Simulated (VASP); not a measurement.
A run of VASP 6.6.1:

Contents of POSCAR:

```
Hf2Pd2Se2Br2O3                          
1.0
    5.7221606575     -0.0170016335     -0.0014885122
   -0.5461768378      5.8299658544      0.0025968843
   -1.4693767358     -0.9532080552      6.5909412122
  Hf              Pd              Se              Br              O             
     2     2     2     2     3
Direct
     0.7453975291087985    0.3949742676719505    0.3479251135281442
     0.2880667569900696    0.4534614210503602    0.5950401240603476
     0.9105987906541742    0.1348640829678002    0.8488042192214659
     0.2521987729744412    0.9031329779180517    0.3584723076145197
     0.6318881805971347    0.4062055933266920    0.9364553199656044
     0.6301065686156023    0.7844516937497161    0.5308609065542891
     0.8461092389060888    0.9864127355594733    0.1527543712356415
     0.2286777491901346    0.8200089526693368    0.8671279074061036
     0.9592789149996761    0.2904076890333813    0.5901934448966958
     0.4316347159186986    0.2455729285244064    0.4071492621422731
     0.0760527820451847    0.5805076575288386    0.3652370233749079
```

Contents of INCAR.step1:

```
AGGAC    = 0.0          
ALGO     = Normal         # electronic algorithm
EDIFF    = 1E-6           # SCF threshold, eV
ENCUT    = 520            # plane-wave cutoff, eV
GGA      = BO             # functional
ISIF     = 2              # what is computed and relaxed
ISMEAR   = -1             # smearing method
KPAR     = 4            
LASPH    = True           # aspherical terms in the spheres
LCHARG   = True           # write CHGCAR
LMAXMIX  = 4              # l up to which the mixer works
LREAL    = False          # projectors in reciprocal space
LUSE_VDW = True         
LWAVE    = False          # write WAVECAR
NBANDS   = 53             # bands
NELM     = 60             # most SCF steps
PARAM1   = 0.1833333333 
PARAM2   = 0.22         
PREC     = Accurate       # precision mode
SIGMA    = 0.05           # smearing width, eV
```

Contents of KPOINTS.step1:

```
k-points
0
Gamma
  5 5 4
```

INCAR.step2

```
AGGAC    = 0.0          
ALGO     = Normal         # electronic algorithm
EDIFF    = 1E-6           # SCF threshold, eV
ENCUT    = 520            # plane-wave cutoff, eV
GGA      = BO             # functional
ICHARG   = 11             # starting density
ISIF     = 2              # what is computed and relaxed
ISMEAR   = 0              # smearing method
KPAR     = 4            
LASPH    = True           # aspherical terms in the spheres
LCHARG   = False          # write CHGCAR
LMAXMIX  = 4              # l up to which the mixer works
LREAL    = False          # projectors in reciprocal space
LUSE_VDW = True         
LWAVE    = False          # write WAVECAR
NBANDS   = 53             # bands
NELM     = 60             # most SCF steps
PARAM1   = 0.1833333333 
PARAM2   = 0.22         
PREC     = Accurate       # precision mode
SIGMA    = 0.05           # smearing width, eV
```

The input KPOINTS.step2:

```
path XGY,LGZ,NGM,RG
10
line-mode
reciprocal
 0.5000000000  0.0000000000  0.0000000000  X
 0.0000000000  0.0000000000  0.0000000000  G

 0.0000000000  0.0000000000  0.0000000000  G
 0.0000000000 -0.5000000000  0.0000000000  Y

 0.5000000000 -0.5000000000  0.0000000000  L
 0.0000000000  0.0000000000  0.0000000000  G

 0.0000000000  0.0000000000  0.0000000000  G
 0.0000000000  0.5000000000 -0.5000000000  Z

 0.5000000000  0.5000000000 -0.5000000000  N
 0.0000000000  0.0000000000  0.0000000000  G

 0.0000000000  0.0000000000  0.0000000000  G
 0.0000000000  0.0000000000 -0.5000000000  M

 0.5000000000  0.0000000000 -0.5000000000  R
 0.0000000000  0.0000000000  0.0000000000  G
```

Potentials or basis: VASP PAW PBE potentials, release 64 (Hf_pv, Pd, Se, Br, O).

Command:

```sh
$ cat potpaw_PBE.64/Hf_pv/POTCAR potpaw_PBE.64/Pd/POTCAR potpaw_PBE.64/Se/POTCAR potpaw_PBE.64/Br/POTCAR potpaw_PBE.64/O/POTCAR > POTCAR
$ cp INCAR.step1 INCAR
$ cp KPOINTS.step1 KPOINTS
$ mpirun -np 4 vasp_std > vasp.out
$ cp INCAR.step2 INCAR
$ cp KPOINTS.step2 KPOINTS
$ mpirun -np 4 vasp_std > vasp.out
```

Hardware: 4 MPI ranks on Intel(R) Xeon(R) 6975P-C (Granite Rapids), with other jobs on the host.

Task: Estimate the wall time of this run.

Result: Wall time 6.7 min on 4 MPI ranks on Intel(R) Xeon(R) 6975P-C (Granite Rapids) (shared host), peak memory 1.4 GiB a rank. Counts: scf iterations 9, k points 70.
